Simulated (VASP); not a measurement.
Output of a VASP run:

OUTCAR:
```
 ion  position               nearest neighbor table
   1  0.000  0.000  0.000-   2 3.27   3 3.27   2 3.27   3 3.27   2 3.27   2 3.27   3 3.27   3 3.27
                             3 3.27   3 3.27   2 3.27   2 3.27
   2  0.333  0.667  0.500-   3 2.75   3 2.75   3 2.75   1 3.27   1 3.27   1 3.27   1 3.27   1 3.27
                             1 3.27
   3  0.667  0.333  0.500-   2 2.75   2 2.75   2 2.75   1 3.27   1 3.27   1 3.27   1 3.27   1 3.27
                             1 3.27
  LATTYP: Found a hexagonal cell.
 ALAT       =     4.7710000000
 C/A-ratio  =     0.7411444142
 Subroutine PRICEL returns:
 Original cell was already a primitive cell.
 Subroutine GETGRP returns: Found 24 space group operations
The static configuration has the point symmetry D_6h.
The dynamic configuration has the point symmetry D_6h.
 Subroutine INISYM returns: Found 24 space group operations
 Subroutine IBZKPT returns following result:
 Found     84 irreducible k-points:

 Following reciprocal coordinates:
            Coordinates               Weight
  0.000000  0.000000  0.000000      1.000000
  0.100000  0.000000  0.000000      6.000000
  0.200000  0.000000  0.000000      6.000000
  0.300000  0.000000  0.000000      6.000000
  0.400000  0.000000  0.000000      6.000000
  0.500000  0.000000  0.000000      3.000000
  0.100000  0.100000  0.000000      6.000000
  0.200000  0.100000  0.000000     12.000000
  0.300000  0.100000  0.000000     12.000000
  0.400000  0.100000  0.000000     12.000000
  0.200000  0.200000  0.000000      6.000000
  0.300000  0.200000  0.000000     12.000000
  0.400000  0.200000  0.000000      6.000000
  0.300000  0.300000  0.000000      6.000000
  0.000000  0.000000  0.090909      2.000000
  0.100000  0.000000  0.090909     12.000000
  0.200000  0.000000  0.090909     12.000000
  0.300000  0.000000  0.090909     12.000000
  0.400000  0.000000  0.090909     12.000000
  0.500000  0.000000  0.090909      6.000000
  0.100000  0.100000  0.090909     12.000000
  0.200000  0.100000  0.090909     24.000000
  0.300000  0.100000  0.090909     24.000000
  0.400000  0.100000  0.090909     24.000000
  0.200000  0.200000  0.090909     12.000000
  0.300000  0.200000  0.090909     24.000000
  0.400000  0.200000  0.090909     12.000000
  0.300000  0.300000  0.090909     12.000000
  0.000000  0.000000  0.181818      2.000000
  0.100000  0.000000  0.181818     12.000000
  0.200000  0.000000  0.181818     12.000000
  0.300000  0.000000  0.181818     12.000000
  0.400000  0.000000  0.181818     12.000000
  0.500000  0.000000  0.181818      6.000000
  0.100000  0.100000  0.181818     12.000000
  0.200000  0.100000  0.181818     24.000000
  0.300000  0.100000  0.181818     24.000000
  0.400000  0.100000  0.181818     24.000000
  0.200000  0.200000  0.181818     12.000000
  0.300000  0.200000  0.181818     24.000000
   k-points           NKPTS =     84   k-points in BZ     NKDIM =     84   number of bands    NBANDS=     21
   number of dos      NEDOS =    301   number of ions     NIONS =      3
   total plane-waves  NPLWV =  15680
   dimension x,y,z NGX =    28 NGY =   28 NGZ =   20
   dimension x,y,z NGXF=    56 NGYF=   56 NGZF=   40
   ions per type =               1   2
   PREC   = accura    normal or accurate (medium, high low for compatibility)
   ISTART =      0    job   : 0-new  1-cont  2-samecut
   ICHARG =      2    charge: 1-file 2-atom 10-const
   ISPIN  =      1    spin polarized calculation?
   LNONCOLLINEAR =      F non collinear calculations
   LSORBIT =      F    spin-orbit coupling
   INIWAV =      1    electr: 0-lowe 1-rand  2-diag
   ENCUT  =  300.0 eV  22.05 Ry    4.70 a.u.   6.74  6.74  4.99*2*pi/ulx,y,z
   NELM   =    100;   NELMIN=  2; NELMDL= -5     # of ELM steps
   EDIFF  = 0.1E-05   stopping-criterion for ELM
   LREAL  =      F    real-space projection
   NLSPLINE    = F    spline interpolate recip. space projectors
   LMAXMIX     =    6 max onsite mixed and CHGCAR
...
```

OSZICAR:
```
       N       E                     dE             d eps       ncg     rms          rms(c)
DAV:   1     0.178900472103E+03    0.17890E+03   -0.13219E+04  3528   0.107E+03
DAV:   2    -0.436011398971E+01   -0.18326E+03   -0.17867E+03  3896   0.328E+02
DAV:   3    -0.111920489975E+02   -0.68319E+01   -0.67731E+01  4938   0.598E+01
DAV:   4    -0.113365229470E+02   -0.14447E+00   -0.14438E+00  4611   0.692E+00
DAV:   5    -0.113390489820E+02   -0.25260E-02   -0.25258E-02  4638   0.785E-01    0.280E+01
DAV:   6    -0.107556308629E+02    0.58342E+00   -0.12510E+00  4013   0.107E+01    0.171E+01
DAV:   7    -0.106430541888E+02    0.11258E+00   -0.60592E-01  4757   0.491E+00    0.362E+00
DAV:   8    -0.106359776914E+02    0.70765E-02   -0.40165E-02  4196   0.161E+00    0.469E-01
DAV:   9    -0.106347001604E+02    0.12775E-02   -0.72445E-03  4296   0.550E-01    0.136E-01
DAV:  10    -0.106347050889E+02   -0.49284E-05   -0.39878E-04  4734   0.111E-01    0.379E-02
DAV:  11    -0.106347040607E+02    0.10282E-05   -0.11936E-05  4149   0.236E-02    0.104E-02
DAV:  12    -0.106347041231E+02   -0.62448E-07   -0.95840E-07  2613   0.785E-03
   1 F= -.10634704E+02 E0= -.10605182E+02  d E =-.590433E-01
```

**OUTCAR**
```
------------------------ aborting loop because EDIFF is reached ----------------------------------------
  FORCE on cell =-STRESS in cart. coord.  units (eV):
  Direction    XX          YY          ZZ          XY          YZ          ZX
  --------------------------------------------------------------------------------------
  Total       -0.5388427     -0.5388427     -1.8150326      0.0000000      0.0000000      0.0000000
  in kB      -12.3854253    -12.3854241    -41.7189443      0.0000000      0.0000000      0.0000000
  external PRESSURE =     -22.1632646 kB  Pullay stress =       0.0000000 kB
  volume of cell :       69.70
      direct lattice vectors                 reciprocal lattice vectors
     4.771000000  0.000000000  0.000000000     0.209599665  0.121012429  0.000000000
    -2.385500000  4.131807000  0.000000000     0.000000000  0.242024857  0.000000000
     0.000000000  0.000000000  3.536000000     0.000000000  0.000000000  0.282805430
 POSITION                                       TOTAL-FORCE (eV/Angst)
 -----------------------------------------------------------------------------------
      0.00000      0.00000      0.00000        -0.000000      0.000000      0.000000
     -0.00000      2.75454      1.76800        -0.000000      0.000000      0.000000
      2.38550      1.37727      1.76800         0.000000      0.000000      0.000000
 -----------------------------------------------------------------------------------
    total drift:                                0.000000      0.000000      0.000000
  FREE ENERGIE OF THE ION-ELECTRON SYSTEM (eV)
  ---------------------------------------------------
  free  energy   TOTEN  =       -10.6347041231 eV

  energy  without entropy=      -10.5756608560  energy(sigma->0) =      -10.60518249
```
(Selected blocks of OUTCAR.)

POSCAR:
```
YHg2
1
    4.7710000000     0.0000000000     0.0000000000
   -2.3855000000     4.1318070000     0.0000000000
    0.0000000000     0.0000000000     3.5360000000
Y Hg
1 2
Direct
  0.0000000000   0.0000000000   0.0000000000
  0.3333330000   0.6666670000   0.5000000000
  0.6666670000   0.3333330000   0.5000000000
```

Reconstruct the remaining input files.

Several could match; the one computed here: the input of the run itself, LDA (Ceperley-Alder, Perdew-Zunger), plane waves, VASP's LDA PAW potentials (set 64).

File KPOINTS:
```
Automatic mesh
0
gamma
  10 10 11
```

INCAR:
```
# general
SYSTEM  = YHg2
PREC    = Accurate
ENCUT   = 300
LREAL   = .False.
LASPH   = .True.   # aspherical one-centre terms

# electronic loop
EDIFF   = 1E-6
NELM    = 100
ALGO    = Normal   # blocked Davidson
LMAXMIX = 6   # l cut-off of mixed one-centre charges

# smearing
ISMEAR  = -1   # Fermi-Dirac
SIGMA   = 0.1   # width (eV)

# ions
ISIF    = 2

# output
LWAVE   = .False.
LCHARG  = .False.
```

POTCAR, in this order: Y_sv Hg (LDA.64 set). Program: vasp_std.

At this cut-off the stress carries a Pulay error, which pulls relaxed volumes low.

The structure comes from a measured YHg2 entry (P6/mmm) of the Crystallography Open Database, whose conditions weren't checked. The cell was not relaxed at this level. The electron count is odd and the run is not spin-polarised, which forces a metal.
